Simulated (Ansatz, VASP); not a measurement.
# One calculation of Y3Si2F, two programs

```xyz
6
Lattice="4.0674 0.0000 0.0000 -2.0337 3.5224 0.0000 0.0000 0.0000 8.5695" Properties=species:S:1:pos:R:3 pbc="T T T"
Y     2.0337    1.1741    0.0000
Y     0.0000    2.3483    5.7557
Y     0.0000    2.3483    2.8138
Si    2.0337    1.1741    6.0462
Si    2.0337    1.1741    2.5233
F     2.0337    1.1741    4.2848
```

Alike in both runs: task single point; functional PBE; k mesh 6 × 6 × 2; occupations gaussian, width 0.1 eV; no spin polarisation.

```csv
,VASP,Ansatz
version,VASP 6.6.1,Ansatz 0.2.0
potentials or method,"VASP PAW PBE potentials, release 64 (Y_sv, Si, F)","scalar-relativistic, plane waves, PAW"
plane-wave cutoff (eV),520,420
valence electrons in the cell,48,48
```

|  | VASP | Ansatz | Ansatz less VASP |
| --- | --- | --- | --- |
| gap on the k mesh at the Fermi level (eV) | none | none | - |
| rms of the force components (eV/Å) | 1.367 | 1.356 | -0.0107 |

Atom by atom the forces differ by 0.011 eV/Å (rms over components). A gap of «none» marks a metal or a gap that the smearing closes.

Caveats: the k mesh is coarse (spacing up to 0.37 Å⁻¹), so the values aren't converged; forces of over 1 eV/Å show positions far from the minimum, so gaps and moduli don't describe the material at rest.
